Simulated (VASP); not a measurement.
Method: optB86b-vdW, VASP's PBE PAW potentials (set 64) (plane waves; VASP).

Input for VASP

### POSCAR
```
Pt
1
    0.0000000000     1.9539495383     1.9539495383
    1.9539495383     0.0000000000     1.9539495383
    1.9539495383     1.9539495383     0.0000000000
Pt
1
Direct
  0.0000000000   0.0000000000   0.0000000000
```

INCAR:
```
LMAXMIX=6
LCHARG=F
LREAL=F   ! projection in real space or not
LUSE_VDW=T
NELM=100   ! most electronic steps
PARAM2=1.0
LASPH=T   ! aspherical one-centre terms
ENCUT=520   ! plane-wave cut-off (eV)
ISIF=2   ! forces and stress, cell fixed
AGGAC=0.0
LWAVE=F
GGA=MK
ISMEAR=1   ! Methfessel-Paxton
SYSTEM=Pt
ALGO=Normal   ! blocked Davidson
EDIFF=1E-7   ! SCF stop (eV)
PREC=Accurate
SIGMA=0.1
PARAM1=0.1234
```

File KPOINTS:
```
Regular mesh
0
G
  16 16 16
0 0 0
```

POTCAR, in this order: Pt (PBE.64 set). Program: vasp_std.

Output

OUTCAR:
```
 ion  position               nearest neighbor table
   1  0.000  0.000  0.000-
  LATTYP: Found a face centered cubic cell.
 ALAT       =     3.9078990766
 Subroutine PRICEL returns:
 Original cell was already a primitive cell.
 Subroutine GETGRP returns: Found 48 space group operations
The static configuration has the point symmetry O_h .
The dynamic configuration has the point symmetry O_h .
 Subroutine INISYM returns: Found 48 space group operations
 Subroutine IBZKPT returns following result:
 Found    145 irreducible k-points:

 Following reciprocal coordinates:
            Coordinates               Weight
  0.000000  0.000000  0.000000      1.000000
  0.062500  0.000000  0.000000      8.000000
  0.125000  0.000000  0.000000      8.000000
  0.187500  0.000000  0.000000      8.000000
  0.250000  0.000000  0.000000      8.000000
  0.312500  0.000000  0.000000      8.000000
  0.375000  0.000000  0.000000      8.000000
  0.437500  0.000000  0.000000      8.000000
  0.500000  0.000000  0.000000      4.000000
  0.062500  0.062500  0.000000      6.000000
  0.125000  0.062500  0.000000     24.000000
  0.187500  0.062500  0.000000     24.000000
  0.250000  0.062500  0.000000     24.000000
  0.312500  0.062500  0.000000     24.000000
  0.375000  0.062500  0.000000     24.000000
  0.437500  0.062500  0.000000     24.000000
  0.500000  0.062500  0.000000     24.000000
 -0.437500  0.062500  0.000000     24.000000
 -0.375000  0.062500  0.000000     24.000000
 -0.312500  0.062500  0.000000     24.000000
 -0.250000  0.062500  0.000000     24.000000
 -0.187500  0.062500  0.000000     24.000000
 -0.125000  0.062500  0.000000     24.000000
 -0.062500  0.062500  0.000000     12.000000
  0.125000  0.125000  0.000000      6.000000
...
```

**OSZICAR**
```
       N       E                     dE             d eps       ncg     rms          rms(c)
DAV:   1     0.377517812662E+02    0.37752E+02   -0.55432E+03  2754   0.104E+03
DAV:   2    -0.383826018172E+01   -0.41590E+02   -0.39728E+02  2766   0.185E+02
DAV:   3    -0.419584538197E+01   -0.35759E+00   -0.35642E+00  3061   0.179E+01
DAV:   4    -0.419688769527E+01   -0.10423E-02   -0.10423E-02  3011   0.103E+00
DAV:   5    -0.419689500457E+01   -0.73093E-05   -0.73071E-05  2979   0.770E-02    0.133E+01
DAV:   6    -0.385750658093E+01    0.33939E+00   -0.86848E-01  2662   0.852E+00    0.698E+00
DAV:   7    -0.381549105478E+01    0.42016E-01   -0.16098E-01  2783   0.356E+00    0.251E+00
DAV:   8    -0.381168074140E+01    0.38103E-02   -0.61700E-03  2838   0.795E-01    0.494E-01
DAV:   9    -0.381153232751E+01    0.14841E-03   -0.97811E-05  2822   0.105E-01    0.148E-02
DAV:  10    -0.381153757462E+01   -0.52471E-05   -0.28406E-06  3032   0.165E-02    0.224E-03
DAV:  11    -0.381153760836E+01   -0.33732E-07   -0.38783E-08  2300   0.208E-03
   1 F= -.38115376E+01 E0= -.38112710E+01  d E =-.799863E-03
```

OUTCAR:
```
------------------------ aborting loop because EDIFF is reached ----------------------------------------
  FORCE on cell =-STRESS in cart. coord.  units (eV):
  Direction    XX          YY          ZZ          XY          YZ          ZX
  --------------------------------------------------------------------------------------
  Total        0.8334173      0.8334173      0.8334173      0.0000000      0.0000000     -0.0000000
  in kB       89.4958840     89.4958840     89.4958840      0.0000000      0.0000000     -0.0000000
  external PRESSURE =      89.4958840 kB  Pullay stress =       0.0000000 kB
  volume of cell :       14.92
      direct lattice vectors                 reciprocal lattice vectors
     0.000000000  1.953949538  1.953949538    -0.255891972  0.255891972  0.255891972
     1.953949538  0.000000000  1.953949538     0.255891972 -0.255891972  0.255891972
     1.953949538  1.953949538  0.000000000     0.255891972  0.255891972 -0.255891972
 POSITION                                       TOTAL-FORCE (eV/Angst)
 -----------------------------------------------------------------------------------
      0.00000      0.00000      0.00000        -0.000000      0.000000      0.000000
 -----------------------------------------------------------------------------------
    total drift:                               -0.000000      0.000000     -0.000000
  FREE ENERGIE OF THE ION-ELECTRON SYSTEM (eV)
  ---------------------------------------------------
  free  energy   TOTEN  =        -3.8115376084 eV

  energy  without entropy=       -3.8107377453  energy(sigma->0) =       -3.81127099
```
(Selected blocks of OUTCAR.)

The compound is Pt in the fcc structure. This cell is one point of a volume scan, at 0.97 of the reference volume.
